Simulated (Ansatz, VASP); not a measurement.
**Two plane-wave programs on ScSbS3**

```
Sc Sb S
1.0
     4.04304    0.00000    0.00000
     0.00000    4.04304    0.00000
     0.00000    0.00000    8.01475
Sc Sb S
1 1 3
Direct
  0.00000 0.00000 0.50000
  0.50000 0.50000 0.50000
  0.50000 0.50000 0.77102
  0.50000 0.50000 0.22898
  0.50000 0.50000 0.00000
```

Alike in both runs: task relaxation of cell and atoms; functional PBE; k mesh 4 × 4 × 2; occupations gaussian, width 0.1 eV; no spin polarisation.

|  | VASP | Ansatz |
| --- | --- | --- |
| version | VASP 6.6.1 | Ansatz 0.2.0 |
| potentials or method | VASP PAW PBE potentials, release 64 (Sc_sv, Sb, S) | scalar-relativistic, plane waves, PAW |
| plane-wave cutoff (eV) | 600 | 420 |
| valence electrons in the cell | 34 | 44 |

```csv
,VASP,Ansatz,Ansatz less VASP
"gap on the k mesh at the Fermi level, each at its own relaxed structure (eV)",none,none,-
relaxed volume (Å³/atom),30.72,30.76,+0.044
relaxed cell length with the largest relative difference (Å),9.443,9.468,+0.0248
energy change over the relaxation (meV/atom),-722,-727,-5.0
```

A gap of «none» marks a metal or a gap that the smearing closes. The two sets of potentials don't hold the same shells in valence.

Caveats: the k mesh is coarse (spacing up to 0.39 Å⁻¹), so the values aren't converged; the volume moved by over 15 % at a fixed basis, so the end points are rough (VASP). Spin-orbit coupling is left out, which matters for the levels of Sb.
